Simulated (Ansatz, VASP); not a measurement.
# GaP: VASP beside Ansatz

Aim: how closely do two programs agree when they are given the same cell, functional and k mesh? The cell is taken from a series of runs on this material, whose earlier steps may have relaxed, scaled, displaced or heated it; both programs get it as it stands.

Program: Ansatz 0.2.0. Level of theory: plane waves, with VASP 6.6.1 beside it; RPBE. Results are calculated unless marked as measured.

## 1. The starting structure

The structure is cubic, space group F-43m (No. 216). The conventional cell has a = 5.451 Å, b = 5.451 Å, c = 5.451 Å, α = 90.00°, β = 90.00°, γ = 90.00°. Nearest to Ga lie 4 P at 2.36 Å. Nearest to P lie 4 Ga at 2.36 Å. Farther neighbours are not listed.

## 2. Ansatz: single point, RPBE

Ansatz runs on its default PAW (the set named soft_2) files.

A single point takes one fixed geometry, so differences don't come from the geometry; what else differs is listed under the comparison.

Input file input.yaml:

```yaml
crystal:
  lattice:
    - [0.0, 2.72525, 2.72525]
    - [2.72525, 0.0, 2.72525]
    - [2.72525, 2.72525, 0.0]
  atoms:
    - { symbol: Ga, position: [0.0, 0.0, 0.0] }
    - { symbol: P, position: [0.25, 0.25, 0.25] }
kpoints:
  mp_grid: { grid: [6, 6, 6] }
hamiltonian:
  xc: rpbe
scf:
  occupations: { method: gaussian, width: 0.1 }
output:
  forces: true
  stress: true
  eigenvalues: true
```

Run with:

```bash
$ ansatz run input.yaml --threads 2 --pin off --max-ram 5120MiB --backend cpu --events-out ev --progress --plain --runs-dir out
```

Numbers of over 12 decimals in the logs are rounded to 6 here.

What it wrote:

```text
Engine: ansatz 0.2.0, aarch64-unknown-linux-gnu
Pseudopotentials: kind: paw
Pseudopotential: Ga, paw, valence charge 13, recommended cutoff 420 eV (normal), Ga.paw.azcp
Pseudopotential: P, paw, valence charge 5, recommended cutoff 420 eV (normal), P.paw.azcp
Functional definition: RPBE
  parameter kappa = 0.804
  parameter beta = 0.066725
  exchange = rpbe_x(kappa = kappa, mu = beta*pi^2/3)
  correlation = pbe_c(beta = beta)
Crystal: 2 atoms, lattice volume = 40.481 Å³
Basis set: ecut = 420 eV, 749 PW (Γ), exchange–correlation on 54×54×54 points (8 copies of the dense FFT grid, shifted against one another)
Bands: 13, of which v1, the nominal top of the filled ones, is band 9 counted from 1 (8 counted from 0)
Symmetry: 24 space group operations
Space group: F-43m (ITA 216), of the structure as read, at distance tolerance 3.4e-5 Å
k-points: 16 of 216 (time reversal used)
Non-local potential: Ga, projectors of the file, l = 0: 2, l = 1: 2, l = 2: 3, l = 3: 1
Non-local potential: P, projectors of the file, l = 0: 2, l = 1: 2, l = 2: 2
PAW form: soft (Blöchl's): semilocal exchange-correlation on the pseudo side does not see the compensation charge
PAW frozen core: Ga, regenerated for the run's functional, and the local potential with it (the file was generated under x = pbe(κ = 0.804, μ = 0.219515), c = pbe(β = 0.066725))
PAW frozen core: P, regenerated for the run's functional, and the local potential with it (the file was generated under x = pbe(κ = 0.804, μ = 0.219515), c = pbe(β = 0.066725))
PAW one-centre angular grid: Ga, 590 points (default); XC on 64 Gauss nodes
PAW one-centre angular grid: P, 110 points (default); XC on 64 Gauss nodes
Initial density: superposition of atomic densities (neutral atoms: chi_scale 0, normalization atom), corrected by the library's trained network
Initial wavefunctions: pseudopotential atomic-orbital guess
Functional: x = rpbe, c = pbe(β = 0.066725)
SCF iter   1: F=—  HF=-4548.359494 eV  |F-HF|=—  |Δ(HF+E_count)|=         —  Δρ=3.41e-3  dr2=1.79e-3  ethr=1.77e-3  ⟨swp⟩=5.9  Hψ=1329  notcnv=0
preconditioner: auto → none  [insulator: Δε(μ)=1.751 eV  Ē_g=15.571 eV  σ=0.100 eV  W_gap=1.00  n_scr=14 (ndim 8)  ℏωp=24.8 eV  f_vac=0.011  D(μ)=0.00/eV (n_scr^D=0)  ε∞_Penn≈3.5]
SCF iter   2: F=—  HF=-4548.358455 eV  |F-HF|=—  |Δ(HF+E_count)|=   1.04e-3  Δρ=1.35e-3  dr2=6.96e-4  ethr=9.93e-6  ⟨swp⟩=2.0  Hψ=485  notcnv=0
SCF iter   3: F=—  HF=-4548.358091 eV  |F-HF|=—  |Δ(HF+E_count)|=   3.64e-4  Δρ=5.88e-4  dr2=8.85e-5  ethr=3.87e-6  ⟨swp⟩=2.2  Hψ=329  notcnv=0
SCF iter   4: F=—  HF=-4548.358109 eV  |F-HF|=—  |Δ(HF+E_count)|=   1.81e-5  Δρ=1.86e-4  dr2=7.01e-6  ethr=4.92e-7  ⟨swp⟩=2.8  Hψ=368  notcnv=0
SCF iter   5: F=—  HF=-4548.358108 eV  |F-HF|=—  |Δ(HF+E_count)|=   7.07e-7  Δρ=5.74e-5  dr2=8.40e-7  ethr=3.89e-8  ⟨swp⟩=2.1  Hψ=347  notcnv=0
SCF iter   6: F=-4548.358109 eV  HF=-4548.358109 eV  |F-HF|=3.82e-8  |Δ(HF+E_count)|=   2.80e-7  Δρ=8.20e-6  dr2=2.69e-8  ethr=5.56e-10  ⟨swp⟩=4.8  Hψ=1203  notcnv=0
SCF 1 converged in 6 iterations: F = -4548.358109 eV  dr2 = 2.69e-8
  greatest PAW one-centre occupation: 0.994 electrons in one spin orbital (limit 2), on the Ga atom at site 0 (counted from 0), in its partial waves of l = 2
SCF converged after 6 iterations
Free energy (F): -4548.358109 eV
Harris-Foulkes:  -4548.358109 eV  (|F-HF|=3.82e-8)
Internal energy: -4548.358109 eV  (E = F + TS)
E sigma→0 (E₀):  -4548.358109 eV
Fermi energy:    8.065244 eV
--- Per-component energies (eV) ---
  E_band       = -56.000273
  E_kinetic    = 186.295509
  E_local      = -2199.949625  (includes V_loc(G=0)·N_el)
  E_nonlocal   = 458.091167
  E_hartree    = 1018.015250
  E_xc         = -130.927322
  E_vxc        = -118.815780  (∫ρ·V_xc dr)
  E_paw        = -2567.083425  (= ΣΔE_a)
  E_vpaw       = -417.652472  (= ΣTr[D̂ρ^β])
  E_aug_tail   = -0.000099  (compensation charges beyond the density's cutoff)
  E_ewald      = -1312.644944
  E_core_change = -0.154620  (= ΣΔE_core)
  E_smearing   = -0.000000  (= −TS)
  E_closure    = -0.000000  (closes the sum)
  Σ components = -4548.358109   (vs F -4548.358109, Δ=0.00e0)
--- Forces (eV/Å), atoms counted from 1 ---
  atom   1  Ga     0.00000000    -0.00000000     0.00000000
  atom   2  P     -0.00000000     0.00000000     0.00000000
  max |Σ_I F_I| component: 1.30e-16 eV/Å
--- Stress (GPa, compression-positive) ---
        4.651875       0.000000       0.000000
       -0.000000       4.651875       0.000000
        0.000000       0.000000       4.651875
  P = ⅓ Tr σ = 4.6519 GPa (46.519 kbar)
--- Band table (eV; the first three rows and the last of 16) ---
  k-point 0: bands = [... 5 lower, -5.2791, 7.1874, 7.1874, 7.1874, 9.1448, 11.1057, 11.1057, 11.1057]
  k-point 1: bands = [... 5 lower, -4.9234, 4.8308, 6.8183, 6.8183, 9.6915, 11.6525, 11.6526, 12.2988]
  k-point 2: bands = [... 5 lower, -3.9790, 2.0172, 6.2835, 6.2835, 9.1809, 12.0313, 12.0313, 14.9113]
  k-point 15: bands = [... 5 lower, -2.2576, 0.6212, 3.8359, 3.9512, 10.7493, 10.8975, 14.8065, 14.8234]
```

Reading the cycles: dr2 is the Hartree energy of the density residual (eV), the measure of convergence; HF is the Harris–Foulkes estimate of the energy, which meets the free energy F at convergence.

The run ends at a pressure of 4.65 GPa.

## 3. VASP: single point, RPBE

The same cell, functional, mesh and smearing now go to VASP, with its own data sets.

Lines of VASP's logs that name or quote its potential files are left out, and so is its time.

Input file INCAR:

```
SYSTEM = GaP
PREC = Accurate
ENCUT = 500
EDIFF = 1E-06
NELM = 120
ISMEAR = 0
SIGMA = 0.1
LREAL = .FALSE.
ALGO = Normal
GGA = RP
NBANDS = 15
LORBIT = 11
LWAVE = .FALSE.
LCHARG = .FALSE.
ISIF = 2
LASPH = .TRUE.
GGA_COMPAT = .FALSE.
EFERMI = MIDGAP
```

Input file POSCAR:

```
GaP
1.0
    0.0000000000      2.7252500000      2.7252500000
    2.7252500000      0.0000000000      2.7252500000
    2.7252500000      2.7252500000      0.0000000000
Ga P
1 1
Direct
    0.0000000000      0.0000000000      0.0000000000
    0.2500000000      0.2500000000      0.2500000000
```

Input file KPOINTS:

```
Automatic mesh
0
Gamma
6 6 6
0 0 0
```

PAW data sets: Ga_d and P (PBE family, release 64).

Run with:

```bash
$ mpirun -np 1 vasp_std
```

What it wrote:

```text
[banner, memory and clock lines left out]
running    1 mpi-ranks, on    1 nodes
 distrk:  each k-point on    1 cores,    1 groups
 distr:  one band on    1 cores,    1 groups

 POSCAR found type information on POSCAR GaP
 POSCAR found :  2 types and       2 ions
|                                                                             |
|               ----> ADVICE to this user running VASP <----                  |
|                                                                             |
|     You enforced a specific xc type in the INCAR file but a different       |
|     [... a line on the potential file left out ...]
|     I HOPE YOU KNOW WHAT YOU ARE DOING!                                     |
|                                                                             |

 LDA part: xc-table for (Slater+PW92), standard interpolation
 POSCAR, INCAR and KPOINTS ok, starting setup
 FFT: planning ... GRIDC
 FFT: planning ... GRID_SOFT
 FFT: planning ... GRID
 WAVECAR not read
 entering main loop
       N       E                     dE             d eps       ncg     rms          rms(c)
DAV:   1     0.752686476403E+02    0.75269E+02   -0.89643E+03   504   0.170E+03
DAV:   2    -0.315167913150E+01   -0.78420E+02   -0.75006E+02   557   0.298E+02
DAV:   3    -0.857066601364E+01   -0.54190E+01   -0.54020E+01   592   0.656E+01
DAV:   4    -0.865484795348E+01   -0.84182E-01   -0.84162E-01   600   0.878E+00
DAV:   5    -0.865682306634E+01   -0.19751E-02   -0.19749E-02   621   0.117E+00    0.489E+00
DAV:   6    -0.842984238277E+01    0.22698E+00   -0.38082E-01   741   0.109E+01    0.329E+00
DAV:   7    -0.841078409342E+01    0.19058E-01   -0.11268E-01   630   0.233E+00    0.123E+00
DAV:   8    -0.841473440623E+01   -0.39503E-02   -0.16818E-02   593   0.166E+00    0.220E-01
DAV:   9    -0.841580626152E+01   -0.10719E-02   -0.20491E-03   571   0.584E-01    0.110E-01
DAV:  10    -0.841597384870E+01   -0.16759E-03   -0.17589E-04   651   0.143E-01    0.558E-02
DAV:  11    -0.841617698866E+01   -0.20314E-03   -0.41118E-04   522   0.138E-01    0.853E-03
DAV:  12    -0.841617681334E+01    0.17532E-06   -0.71007E-06   607   0.316E-02
   1 F= -.84161768E+01 E0= -.84161768E+01  d E =-.745614E-36
```

From OUTCAR (step 3):

```text
ion  position               nearest neighbor table
   1  0.000  0.000  0.000-   2 2.36   2 2.36   2 2.36   2 2.36
   2  0.250  0.250  0.250-   1 2.36   1 2.36   1 2.36   1 2.36

  LATTYP: Found a face centered cubic cell.
 ALAT       =     5.4505000000

 Subroutine GETGRP returns: Found 24 space group operations
 (whereof 24 operations were pure point group operations)

The static configuration has the point symmetry T_d .

 Found     16 irreducible k-points:

   k-points           NKPTS =     16   k-points in BZ     NKDIM =     16   number of bands    NBANDS=     15

   dimension x,y,z NGX =    28 NGY =   28 NGZ =   28
   dimension x,y,z NGXF=    56 NGYF=   56 NGZF=   56

   ENCUT  =  500.0 eV  36.75 Ry    6.06 a.u.   7.03  7.03  7.03*2*pi/ulx,y,z

   NELECT =      18.0000    total number of electrons

 k-points in reciprocal lattice and weights: Automatic mesh
   0.00000000  0.00000000  0.00000000       0.005
   0.16666667  0.00000000  0.00000000       0.037
   0.33333333  0.00000000  0.00000000       0.037
   0.50000000  0.00000000  0.00000000       0.019
   0.16666667  0.16666667  0.00000000       0.028
   0.33333333  0.16666667  0.00000000       0.111
   0.50000000  0.16666667  0.00000000       0.111
  -0.33333333  0.16666667  0.00000000       0.111
  -0.16666667  0.16666667  0.00000000       0.056
[...]
-0.33333333  0.33333333  0.16666667       0.111
  -0.33333333  0.50000000  0.16666667       0.056

 average (electrostatic) potential at core
       1 -65.4584       2 -83.4051

 E-fermi :   5.6266

 k-point     1 :       0.0000    0.0000    0.0000
  band No.  band energies     occupation
    ...
      5      -9.6967      2.00000
      6      -7.7122      2.00000
      7       4.7503      2.00000
      8       4.7503      2.00000
      9       4.7503      2.00000
     10       6.7084      0.00000
     11       8.6646      0.00000
     12       8.6646      0.00000
     13       8.6646      0.00000
     14      13.7822      0.00000
    ...

 k-point     2 :       0.1667    0.0000    0.0000
  band No.  band energies     occupation
    ...
      5      -9.6966      2.00000
      6      -7.3570      2.00000
      7       2.3946      2.00000
      8       4.3818      2.00000
      9       4.3818      2.00000
     10       7.2529      0.00000
     11       9.2124      0.00000
     12       9.2124      0.00000
     13       9.8625      0.00000
     14      13.7142      0.00000
    ...

 k-point     3 :       0.3333    0.0000    0.0000
  band No.  band energies     occupation
    ...
      5      -9.6930      2.00000
      6      -6.4136      2.00000
      7      -0.4165      2.00000
      8       3.8481      2.00000
      9       3.8481      2.00000
     10       6.7405      0.00000
     11       9.5920      0.00000
     12       9.5920      0.00000
     13      12.4792      0.00000
     14      14.4004      0.00000
    ...

  Total        1.1273372      1.1273372      1.1273372      0.0000000      0.0000000     -0.0000000
  in kB       44.6185430     44.6185430     44.6185430      0.0000000      0.0000000     -0.0000000
  external PRESSURE =      44.6185430 kB  Pullay stress =       0.0000000 kB

  energy-cutoff  :      500.00
  volume of cell :       40.48
      direct lattice vectors                 reciprocal lattice vectors
     0.000000000  2.725250000  2.725250000    -0.183469406  0.183469406  0.183469406
     2.725250000  0.000000000  2.725250000     0.183469406 -0.183469406  0.183469406
     2.725250000  2.725250000  0.000000000     0.183469406  0.183469406 -0.183469406

 POSITION                                       TOTAL-FORCE (eV/Angst)
 -----------------------------------------------------------------------------------
      0.00000      0.00000      0.00000         0.000000      0.000000     -0.000000
      1.36262      1.36262      1.36262        -0.000000     -0.000000      0.000000
 -----------------------------------------------------------------------------------
    total drift:                                0.000001      0.000001      0.000001

  FREE ENERGIE OF THE ION-ELECTRON SYSTEM (eV)
  ---------------------------------------------------
  free  energy   TOTEN  =        -8.4161768133 eV

  energy  without entropy=       -8.4161768133  energy(sigma->0) =       -8.41617681

 total charge
# of ion       s       p       d       tot
------------------------------------------
    1        0.856   0.855  10.013  11.725
    2        1.019   1.539   0.000   2.558
--------------------------------------------------
tot          1.875   2.394  10.013  14.283

[... 3 further parts left out ...]
```

The run ends at a pressure of 4.46 GPa.

## 4. Comparison

Known differences besides the potentials themselves: the cutoff is 420 eV in Ansatz and 500 eV in VASP; Ansatz makes its cores anew for this functional, VASP keeps those of its PBE data sets. Total energies have different zeros and are not compared.

Compared:

```
              quantity  Ansatz   VASP  difference
        pressure (GPa)    4.65   4.46       +0.19
gap on the k mesh (eV)   1.756  1.753      +0.004
```

A gap on the mesh is an upper bound, since the band edges may lie between its points.

## 5. What came out

| Item | Value |
| --- | --- |
| difference in gap on the k mesh (single point, RPBE) | 0.0038 eV |

The difference in gap on the k mesh is 0.0038 eV (single point, RPBE), within the 0.08 eV picked in this series as the mark of a large difference. Such differences can come from data sets, numerical settings and the points named under the comparisons, not from the functional's error against experiment.

[Lines on the potential files, build, host, timing and source positions are cut from VASP's logs without a mark.]

[Logs are printed without paths, hosts, clocks, repeated set-up lines and the standing remarks that a program may print on its own settings, such as how far it seeks lower states.]

[Hosts, paths, dates, database ids (printed as entryN), source tags and the programs' standing remarks are cut or masked in the printed files.]
